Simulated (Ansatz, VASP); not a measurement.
# Cross-check of Zr16N16F3 (F on ZrN(001)) between VASP and Ansatz

One calculation is typed for both programs; each brings its own data sets and cutoff. How far apart do they land?

Method: plane waves, with VASP 6.6.1 beside it; single point at PBEsol, in Ansatz 0.2.0.

## (1) Set-up

The cell holds 35 atoms: 16 Zr, 16 N and 3 F. Its edges and angles: a = 6.449 Å, b = 6.449 Å, c = 24.690 Å, α = 90.0°, β = 90.0°, γ = 90.0°. It derives from ZrN. Vacuum lies along c.

Structure file:

```xyz
35
Lattice="6.4488 0.0000 0.0000 0.0000 6.4488 0.0000 0.0000 0.0000 24.6900" Properties=species:S:1:pos:R:3
Zr    0.0000    0.0000    8.0000
Zr    0.0000    3.2244    8.0000
Zr    3.2244    0.0000    8.0000
Zr    3.2244    3.2244    8.0000
Zr    1.6122    1.6122   10.2800
Zr    1.6122    4.8366   10.2800
Zr    4.8366    1.6122   10.2800
Zr    4.8366    4.8366   10.2800
Zr    0.0240    6.4248   12.5308
Zr    0.0240    3.2484   12.5308
Zr    3.2004    6.4248   12.5308
Zr    3.2004    3.2484   12.5308
Zr    1.6122    1.6122   15.0201
Zr    1.6122    4.8366   15.0282
Zr    4.8366    1.6122   14.7451
Zr    4.8366    4.8366   15.0201
N     1.6122    1.6122    8.0000
N     1.6122    4.8366    8.0000
N     4.8366    1.6122    8.0000
N     4.8366    4.8366    8.0000
N     0.0000    0.0000   10.2800
N     0.0000    3.2244   10.2800
N     3.2244    0.0000   10.2800
N     3.2244    3.2244   10.2800
N     1.6122    1.6122   12.6181
N     1.6122    4.8366   12.6244
N     4.8366    1.6122   12.6466
N     4.8366    4.8366   12.6181
N     6.4358    0.0130   14.7579
N     6.4358    3.2114   14.7579
N     3.2374    0.0130   14.7579
N     3.2374    3.2114   14.7579
F     1.6122    1.6122   16.9220
F     1.6122    4.8366   16.9219
F     4.8366    4.8366   16.9220
```

## (2) Ansatz: single point, PBEsol

Ansatz runs on its default PAW (the set named soft_2) files.

With cell and atoms fixed, the geometry can't cause a difference; cores, projectors, grids and the points listed under the comparison can.

input.yaml

```yaml
crystal:
  lattice:
    - [6.448813844, 0.0, 0.0]
    - [0.0, 6.448813844, 0.0]
    - [0.0, 0.0, 24.69]
  atoms:
    - { symbol: Zr, position: [0.0, 0.0, 0.324017821] }
    - { symbol: Zr, position: [0.0, 0.5, 0.324017821] }
    - { symbol: Zr, position: [0.5, 0.0, 0.324017821] }
    - { symbol: Zr, position: [0.5, 0.5, 0.324017821] }
    - { symbol: Zr, position: [0.25, 0.25, 0.4163629] }
    - { symbol: Zr, position: [0.25, 0.75, 0.4163629] }
    - { symbol: Zr, position: [0.75, 0.25, 0.4163629] }
    - { symbol: Zr, position: [0.75, 0.75, 0.4163629] }
    - { symbol: Zr, position: [0.0037232615, 0.9962767385, 0.5075263411] }
    - { symbol: Zr, position: [0.0037232615, 0.5037232615, 0.5075263411] }
    - { symbol: Zr, position: [0.4962767385, 0.9962767385, 0.5075263411] }
    - { symbol: Zr, position: [0.4962767385, 0.5037232615, 0.5075263411] }
    - { symbol: Zr, position: [0.25, 0.25, 0.6083488154] }
    - { symbol: Zr, position: [0.25, 0.75, 0.6086771908] }
    - { symbol: Zr, position: [0.75, 0.25, 0.5972081536] }
    - { symbol: Zr, position: [0.75, 0.75, 0.6083488154] }
    - { symbol: "N", position: [0.25, 0.25, 0.324017821] }
    - { symbol: "N", position: [0.25, 0.75, 0.324017821] }
    - { symbol: "N", position: [0.75, 0.25, 0.324017821] }
    - { symbol: "N", position: [0.75, 0.75, 0.324017821] }
    - { symbol: "N", position: [0.0, 0.0, 0.4163629] }
    - { symbol: "N", position: [0.0, 0.5, 0.4163629] }
    - { symbol: "N", position: [0.5, 0.0, 0.4163629] }
    - { symbol: "N", position: [0.5, 0.5, 0.4163629] }
    - { symbol: "N", position: [0.25, 0.25, 0.5110621025] }
    - { symbol: "N", position: [0.25, 0.75, 0.5113157757] }
    - { symbol: "N", position: [0.75, 0.25, 0.5122166713] }
    - { symbol: "N", position: [0.75, 0.75, 0.5110621025] }
    - { symbol: "N", position: [0.9979888553, 0.0020111447, 0.5977283068] }
    - { symbol: "N", position: [0.9979888553, 0.4979888553, 0.5977283068] }
    - { symbol: "N", position: [0.5020111447, 0.0020111447, 0.5977283068] }
    - { symbol: "N", position: [0.5020111447, 0.4979888553, 0.5977283068] }
    - { symbol: F, position: [0.25, 0.25, 0.6853788537] }
    - { symbol: F, position: [0.25, 0.75, 0.6853727443] }
    - { symbol: F, position: [0.75, 0.75, 0.6853788537] }
hamiltonian:
  xc: pbesol
  pseudopotentials: { kind: paw }
kpoints:
  mp_grid: { grid: [4, 4, 1] }
scf:
  occupations: { method: methfessel_paxton, width: 0.1 }
  n_extra_bands: 12
efield:
  axis: 3
  dipole_correction: true
  ramp_width: 0.04
output:
  forces: true
  eigenvalues: true
```

Started as:

```console
$ ansatz run input.yaml --threads 8 --pin off --max-ram 18432MiB --backend cpu --events-out ev --progress --plain --runs-dir out
```

Numbers of over 12 decimals in the logs are rounded to 6 here.

The log of the run:

```text
scf.n_extra_bands = 12 over 147 filled bands (N_el = 293.0): the run solves 159 bands
Engine: ansatz 0.2.0, aarch64-unknown-linux-gnu
Pseudopotentials: kind: paw
Pseudopotential: Zr, paw, valence charge 12, recommended cutoff 420 eV (normal), Zr.paw.azcp
Pseudopotential: N, paw, valence charge 5, recommended cutoff 420 eV (normal), N.paw.azcp
Pseudopotential: F, paw, valence charge 7, recommended cutoff 420 eV (normal), F.paw.azcp
Functional definition: PBEsol
  exchange = pbesol_x
  correlation = pbesol_c
Crystal: 35 atoms, lattice volume = 1026.788 Å³
Basis set: ecut = 420 eV, 20079 PW (Γ), exchange–correlation on 90×90×360 points (8 copies of the dense FFT grid, shifted against one another)
Bands: 159, of which v1, the nominal top of the filled ones, is band 147 counted from 1 (146 counted from 0)
Symmetry: 8 space group operations
Space group: P4mm (ITA 99), of the structure as read, at distance tolerance 1.0e-4 Å
k-points: 6 of 16
Non-local potential: Zr, projectors of the file, l = 0: 3, l = 1: 2, l = 2: 2, l = 3: 2
Non-local potential: N, projectors of the file, l = 0: 2, l = 1: 2, l = 2: 1
Non-local potential: F, projectors of the file, l = 0: 2, l = 1: 2, l = 2: 1
PAW form: soft (Blöchl's): semilocal exchange-correlation on the pseudo side does not see the compensation charge
PAW frozen core: Zr, regenerated for the run's functional, and the local potential with it (the file was generated under x = pbe(κ = 0.804, μ = 0.219515), c = pbe(β = 0.066725))
PAW frozen core: N, regenerated for the run's functional, and the local potential with it (the file was generated under x = pbe(κ = 0.804, μ = 0.219515), c = pbe(β = 0.066725))
PAW frozen core: F, regenerated for the run's functional, and the local potential with it (the file was generated under x = pbe(κ = 0.804, μ = 0.219515), c = pbe(β = 0.066725))
PAW one-centre angular grid: Zr, 590 points (default); XC on 64 Gauss nodes
PAW one-centre angular grid: N, 110 points (default); XC on 64 Gauss nodes
PAW one-centre angular grid: F, 110 points (default); XC on 64 Gauss nodes
Initial density: superposition of atomic densities (neutral atoms: chi_scale 0, normalization atom), corrected by the library's trained network
Initial wavefunctions: pseudopotential atomic-orbital guess
Functional: x = pbesol(κ = 0.804, μ = 0.123457), c = pbesol(β = 0.046)
SCF iter   1: F=—  HF=-74572.927294 eV  |F-HF|=—  |Δ(HF+E_count)|=         —  Δρ=9.48e-3  dr2=4.62e0  ethr=1.77e-3  p=-0.817 e·Å  D=-1.44e-1 V/Å  ΔV_dip=3.55 eV  dr2_dipole=1.21e0  V_vac-E_F(+/−)=6.08/2.53 eV  ⟨swp⟩=7.2  Hψ=4487  notcnv=0
efield: sawtooth ramp at fractional position 0.9847 (placed from the atoms, in the widest stretch of the axis that holds none; the zero of the levels goes with the place), width 0.0400; the density the first Hamiltonian is built on has a dipole p = -0.817 e·Å; the dipole correction subtracts the counter field D = -1.44e-1 V/Å, which shifts the + side's vacuum level by +3.55 eV against the − side's; the planar-averaged density in the ramp window peaks in size at 6.6e-5 e/Å³
preconditioner: auto → LDOS  [insulator: Δε(μ)=0.063 eV  Ē_g=7.236 eV  σ=0.100 eV  W_gap=0.50  n_scr=188 (ndim 8)  ℏωp=14.6 eV  f_vac=0.544  D(μ)=16.14/eV (n_scr^D=84)  ε∞_Penn≈5.1  β→1.0]
SCF iter   2: F=—  HF=-74572.704009 eV  |F-HF|=—  |Δ(HF+E_count)|=   2.23e-1  S|Δr|=    0.00e0  Δρ=8.10e-3  dr2=5.54e-1  ethr=1.58e-3  p=-0.838 e·Å  D=-1.48e-1 V/Å  ΔV_dip=3.65 eV  dr2_dipole=3.18e-5  V_vac-E_F(+/−)=6.23/2.58 eV  ⟨swp⟩=2.2  Hψ=1727  notcnv=0  defer=19
SCF iter   3: F=—  HF=-74572.639776 eV  |F-HF|=—  |Δ(HF+E_count)|=   6.42e-2  S|Δr|=    0.00e0  Δρ=5.50e-3  dr2=3.39e-1  ethr=1.89e-4  p=-0.876 e·Å  D=-1.54e-1 V/Å  ΔV_dip=3.81 eV  dr2_dipole=6.00e-2  V_vac-E_F(+/−)=6.39/2.58 eV  ⟨swp⟩=3.0  Hψ=1857  notcnv=0  defer=19
SCF iter   4: F=—  HF=-74572.590051 eV  |F-HF|=—  |Δ(HF+E_count)|=   4.97e-2  S|Δr|=    0.00e0  Δρ=1.53e-3  dr2=5.75e-2  ethr=1.16e-4  p=-0.848 e·Å  D=-1.49e-1 V/Å  ΔV_dip=3.69 eV  dr2_dipole=9.63e-3  V_vac-E_F(+/−)=6.26/2.57 eV  ⟨swp⟩=2.0  Hψ=1640  notcnv=0  defer=14
SCF iter   5: F=—  HF=-74572.584654 eV  |F-HF|=—  |Δ(HF+E_count)|=   5.40e-3  S|Δr|=    0.00e0  Δρ=4.26e-4  dr2=4.07e-3  ethr=1.96e-5  p=-0.848 e·Å  D=-1.49e-1 V/Å  ΔV_dip=3.69 eV  dr2_dipole=3.77e-4  V_vac-E_F(+/−)=6.25/2.56 eV  ⟨swp⟩=2.0  Hψ=1414  notcnv=0  defer=14
SCF iter   6: F=—  HF=-74572.584361 eV  |F-HF|=—  |Δ(HF+E_count)|=   2.93e-4  S|Δr|=    0.00e0  Δρ=2.05e-4  dr2=6.49e-4  ethr=1.39e-6  p=-0.848 e·Å  D=-1.49e-1 V/Å  ΔV_dip=3.69 eV  dr2_dipole=8.33e-7  V_vac-E_F(+/−)=6.24/2.55 eV  ⟨swp⟩=3.0  Hψ=1498  notcnv=0  defer=14
SCF iter   7: F=—  HF=-74572.584350 eV  |F-HF|=—  |Δ(HF+E_count)|=   1.18e-5  S|Δr|=    0.00e0  Δρ=4.93e-5  dr2=1.07e-4  ethr=2.21e-7  p=-0.849 e·Å  D=-1.50e-1 V/Å  ΔV_dip=3.69 eV  dr2_dipole=1.27e-5  V_vac-E_F(+/−)=6.24/2.54 eV  ⟨swp⟩=3.0  Hψ=1445  notcnv=0  defer=14
SCF iter   8: F=—  HF=-74572.584366 eV  |F-HF|=—  |Δ(HF+E_count)|=   1.61e-5  S|Δr|=    0.00e0  Δρ=2.42e-5  dr2=1.29e-5  ethr=3.65e-8  p=-0.851 e·Å  D=-1.50e-1 V/Å  ΔV_dip=3.70 eV  dr2_dipole=7.28e-6  V_vac-E_F(+/−)=6.23/2.53 eV  ⟨swp⟩=2.8  Hψ=1531  notcnv=0  defer=14
SCF iter   9: F=—  HF=-74572.583925 eV  |F-HF|=—  |Δ(HF+E_count)|=   4.40e-4  S|Δr|=    0.00e0  Δρ=1.11e-5  dr2=3.51e-6  ethr=4.41e-9  p=-0.853 e·Å  D=-1.50e-1 V/Å  ΔV_dip=3.71 eV  dr2_dipole=6.55e-8  V_vac-E_F(+/−)=6.23/2.53 eV  ⟨swp⟩=3.5  Hψ=1890  notcnv=0  defer=14
SCF iter  10: F=—  HF=-74572.583927 eV  |F-HF|=—  |Δ(HF+E_count)|=   1.98e-6  S|Δr|=    0.00e0  Δρ=4.17e-6  dr2=1.07e-6  ethr=1.20e-9  p=-0.853 e·Å  D=-1.50e-1 V/Å  ΔV_dip=3.71 eV  dr2_dipole=6.89e-8  V_vac-E_F(+/−)=6.24/2.52 eV  ⟨swp⟩=3.5  Hψ=1446  notcnv=0  defer=14
SCF iter  11: F=—  HF=-74572.583928 eV  |F-HF|=—  |Δ(HF+E_count)|=   4.29e-7  S|Δr|=    0.00e0  Δρ=3.71e-6  dr2=2.42e-7  ethr=3.64e-10  p=-0.854 e·Å  D=-1.50e-1 V/Å  ΔV_dip=3.71 eV  dr2_dipole=1.75e-8  V_vac-E_F(+/−)=6.24/2.52 eV  ⟨swp⟩=3.8  Hψ=1763  notcnv=0  defer=14
SCF iter  12: F=-74572.583928 eV  HF=-74572.583928 eV  |F-HF|=3.27e-8  |Δ(HF+E_count)|=   3.69e-8  S|Δr|=    0.00e0  Δρ=1.68e-6  dr2=5.11e-8  ethr=3.41e-11  p=-0.854 e·Å  D=-1.50e-1 V/Å  ΔV_dip=3.72 eV  dr2_dipole=1.39e-9  V_vac-E_F(+/−)=6.24/2.52 eV  ⟨swp⟩=18.7  Hψ=4371  notcnv=0
SCF 1 converged in 12 iterations: F = -74572.583928 eV  dr2 = 5.11e-8
  greatest PAW one-centre occupation: 0.996 electrons in one spin orbital (limit 2), on the Zr atom at site 14 (counted from 0), in its partial waves of l = 0
SCF converged after 12 iterations
Stability not checked: this state was not tested for a lower state beside it, because cold or Methfessel-Paxton smearing, or corrected tetrahedra, fill the levels in a way that the test cannot read (fill_not_monotonic; see scf.lower_state_search)
Free energy (F): -74572.583928 eV
Harris-Foulkes:  -74572.583928 eV  (|F-HF|=3.27e-8)
Internal energy: -74572.566335 eV  (E = F + TS)
E sigma→0 (E₀):  -74572.579529 eV
Entropy (-TS):   -0.017593 eV (-0.503 meV/atom)
Fermi energy:    4.061983 eV
Dipole field:    D = -0.150452 V/Å  (p = -0.853724 e·Å, saw-weighted, corrected)
Work function:   Φ+ = 6.2351 eV   Φ− = 2.5203 eV
Levels:          The Fermi level and band energies are counted from a zero that moves with the ramp; work functions are not
--- Per-component energies (eV) ---
  E_band       = -4228.759850
  E_kinetic    = 8053.409657
  E_local      = -286270.510378  (includes V_loc(G=0)·N_el)
  E_nonlocal   = 2218.048280
  E_hartree    = 139090.450866
  E_xc         = -3778.556466
  E_vxc        = -4596.163760  (∫ρ·V_xc dr)
  E_paw        = -48925.090870  (= ΣΔE_a)
  E_vpaw       = -1786.690503  (= ΣTr[D̂ρ^β])
  E_aug_tail   = 0.007866  (compensation charges beyond the density's cutoff)
  E_efield     = 0.064222  (sawtooth field / dipole correction)
  E_vefield    = -27.815847  (∫n·V_field dr)
  E_ewald      = 115036.382054
  E_core_change = 3.228436  (= ΣΔE_core)
  E_smearing   = -0.017593  (= −TS)
  E_closure    = -0.000000  (closes the sum)
  Σ components = -74572.583928   (vs F -74572.583928, Δ=0.00e0)
--- Forces (eV/Å), atoms counted from 1 ---
  atom   1  Zr     0.08280233    -0.08280233     2.01629950
  atom   2  Zr     0.08280233     0.08280233     2.01629950
  atom   3  Zr    -0.08280233    -0.08280233     2.01629950
  atom   4  Zr    -0.08280233     0.08280233     2.01629950
  atom   5  Zr    -0.00000000     0.00000000    -0.10014606
  atom   6  Zr     0.00000000     0.00000000     0.01324191
  atom   7  Zr     0.00000000     0.00000000     0.45799761
  atom   8  Zr    -0.00000000    -0.00000000    -0.10014606
  atom   9  Zr    -0.00279710     0.00279710    -0.00169252
  atom  10  Zr    -0.00279710    -0.00279710    -0.00169252
  atom  11  Zr     0.00279710     0.00279710    -0.00169252
  atom  12  Zr     0.00279710    -0.00279710    -0.00169252
  atom  13  Zr     0.00000000     0.00000000     0.13436433
  atom  14  Zr     0.00000000    -0.00000000     0.15135073
  atom  15  Zr    -0.00000000     0.00000000    -0.01061721
  atom  16  Zr     0.00000000     0.00000000     0.13436433
  atom  17  N     -0.00000000     0.00000000    -1.07391916
  atom  18  N     -0.00000000     0.00000000    -0.94618836
  atom  19  N     -0.00000000     0.00000000    -0.79188403
  atom  20  N     -0.00000000     0.00000000    -1.07391916
  atom  21  N     -0.05292994     0.05292994    -1.07005030
  atom  22  N     -0.05292994    -0.05292994    -1.07005030
  atom  23  N      0.05292994     0.05292994    -1.07005030
  atom  24  N      0.05292994    -0.05292994    -1.07005030
[...]
atom  28  N     -0.00000000    -0.00000000    -0.00112599
  atom  29  N     -0.01118041     0.01118041    -0.01105758
  atom  30  N     -0.01118041    -0.01118041    -0.01105758
  atom  31  N      0.01118041     0.01118041    -0.01105758
  atom  32  N      0.01118041    -0.01118041    -0.01105758
  atom  33  F     -0.00000000     0.00000000    -0.16008455
  atom  34  F     -0.00000000    -0.00000000    -0.18277224
  atom  35  F     -0.00000000    -0.00000000    -0.16008455
  max |Σ_I F_I| component: 1.20e-4 eV/Å
--- Band table (eV; the first three rows and the last of 6) ---
  k-point 0: bands = [... 143 lower, 2.0966, 2.3709, 3.2321, 4.0209, 4.0985, 4.0985, 4.4765, 4.4765, ... 8 higher]
  k-point 1: bands = [... 143 lower, 2.5400, 3.1770, 3.8647, 4.0451, 4.2006, 4.2935, 4.2966, 4.5141, ... 8 higher]
  k-point 2: bands = [... 143 lower, 3.3020, 3.3943, 3.5061, 3.9682, 4.0464, 4.2388, 4.2693, 4.5297, ... 8 higher]
  k-point 5: bands = [... 143 lower, 2.9402, 4.5515, 4.5515, 4.7983, 4.8087, 4.9248, 4.9277, 4.9277, ... 8 higher]
```

It took 35 s on 8 threads of Arm Neoverse N1, shared host; peak memory 3.9 GiB; 4.5 min of CPU time.

[end of part 1 of 2]

[Lines on the potential files, build, host, timing and source positions are cut from VASP's logs without a mark.]

[Logs are printed without paths, hosts, clocks, repeated set-up lines and the standing remarks that a program may print on its own settings, such as how far it seeks lower states.]

[Hosts, paths, dates, database ids (printed as entryN), source tags and the programs' standing remarks are cut or masked in the printed files.]
